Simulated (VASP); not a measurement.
Here is the system:

```
CELL_PARAMETERS angstrom
      2.19739    -3.80599     0.00000
      2.19739     3.80599     0.00000
      0.00000     0.00000     7.15435
ATOMIC_POSITIONS crystal
  Cd 0.66667 0.33333 0.50011
  Cd 0.33333 0.66667 0.00011
  Se 0.66667 0.33333 0.87589
  Se 0.33333 0.66667 0.37589
```

All values below come from PW91 GGA, VASP's PBE PAW potentials (set 64) (plane waves; VASP). Settings: 520 eV cut-off, Gaussian smearing of 0.050 eV, potentials Cd Se.

**Question.** Give the energies of bands 13 to 21 at the high-symmetry points, in eV from the valence-band maximum.

**Answer.** 
```csv
band,Γ,M,K,A,L,H
13,-4.04,-3.91,-3.55,-2.51,-3.91,-3.82
14,-0.69,-3.40,-3.55,-2.51,-3.91,-3.82
15,-0.69,-2.40,-2.75,-0.36,-1.22,-2.19
16,-0.04,-1.67,-1.69,-0.36,-1.22,-2.19
17,0.00,-1.19,-1.69,-0.36,-1.21,-1.00
18,0.00,-0.67,-1.50,-0.36,-1.21,-1.00
19,0.52,3.08,4.34,2.24,2.89,3.64
20,2.11,3.31,4.52,2.24,2.89,3.64
21,5.83,4.79,4.52,5.75,4.82,5.80
```

The gap is direct, 0.52 eV, from the valence maximum at Γ to the conduction minimum at Γ.

Measured: gap 1.73 eV (computed value off by -1.21 eV), as given by Abedi et al., (2022), arXiv:2211.14644.

The compound is CdSe in the wurtzite structure. It was relaxed first, which changed the volume by +7 %.
